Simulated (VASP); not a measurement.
Energy against volume of NaCl (rock salt). Level of theory: PBEsol GGA, VASP's PBE PAW potentials (set 64) (plane waves; VASP 6.6.1). Run with 520 eV cut-off, 8×8×8 Γ-centred mesh, Gaussian smearing of 0.050 eV, potentials Na_pv Cl.

```
V (Å³/atom)  E (eV/atom)
-----------  -----------
20.741          -3.49231
21.403          -3.49763
22.065          -3.49915
22.727          -3.49749
```

Fit these four points and predict the energy of the run at 23.389 Å³/atom.

A cubic in V^(−2/3), the third-order Birch-Murnaghan form, passes through the four points with V0 = 22.03 Å³/atom and B0 = 26 GPa, and gives -3.4932 eV/atom there. The run gave -3.4931 eV/atom, +0.0 meV/atom from the fit; all five points give B0 = 26 GPa.

The compound is NaCl in the rock salt structure. It was relaxed first.
